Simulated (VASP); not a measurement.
## BiB: relaxation of cell and atoms with PBE

BiB:

```
B Bi
1.0
     0.00000    2.67683    2.67683
     2.67683    0.00000    2.67683
     2.67683    2.67683    0.00000
B Bi
1 1
Direct
  0.00000 0.00000 0.00000
  0.25000 0.25000 0.25000
```

The cell was built by a generator and needn't be a form met in nature.

- Program: VASP 6.6.1
- Task: relaxation of cell and atoms
- Functional: PBE
- Potentials or basis: VASP PAW PBE potentials, release 64 (B, Bi_d)
- Cutoff: 600 eV
- k mesh: 8 × 8 × 8
- Occupations: fermi-dirac, width 0.02 eV
- Spin: no spin polarisation
- Dipole correction: no
- Further INCAR settings: ALGO = Normal; EDIFF = 1e-06; IBRION = 2; EDIFFG = -0.005; NSW = 80; ISIF = 3

```json
{"Relaxed volume": "21.03 Å³/atom", "Relaxed cell": "a = 3.903 Å, b = 3.903 Å, c = 3.903 Å, α = 60.00°, β = 60.00°, γ = 60.00°", "Space group after relaxing (to 0.05 Å)": "F-43m (No. 216)", "Energy gained by relaxing": "44.0 meV/atom", "Ionic steps": "3", "Pressure after relaxing": "0.0 GPa", "Band gap on the k mesh": "0.15 eV, direct"}
```

Step by step:
```
step  energy change (eV)  largest force (eV/Å)  pressure (GPa)  volume (Å³)
   1              0.0000                0.0000            8.34        38.36
   2             -0.0662                0.0000           -3.16        44.18
   3             -0.0880                0.0000           -0.01        42.05
```

Final structure:
```xyz
2
Lattice="0.0000 2.7601 2.7601 2.7601 0.0000 2.7601 2.7601 2.7601 0.0000" Properties=species:S:1:pos:R:3 pbc="T T T"
B     0.0000    0.0000    0.0000
Bi    1.3801    1.3801    1.3801
```

Levels at points of the mesh, in eV from the valence-band top:
```
           k point  band 6  band 7  band 8  band 9  band 10  band 11  band 12  band 13
(0.00, 0.00, 0.00)  -14.00    0.00    0.00    0.00     0.15     2.78     2.78     2.78
(0.50, 0.00, 0.00)  -12.00   -7.59   -1.57   -1.57     0.35     4.14     4.14     6.01
(0.50, 0.50, 0.00)  -11.09   -7.74   -3.39   -3.39     0.89     0.98     8.30     8.53
```

Run time: 47 s on 1 thread of Intel(R) Xeon(R) Platinum 8488C (Sapphire Rapids), with other jobs on the host, peak memory 0.18 GiB.

Caveat: spin-orbit coupling is left out, which as a rule narrows the gap of such compounds by several tenths of an eV. A k mesh can miss the band edges.
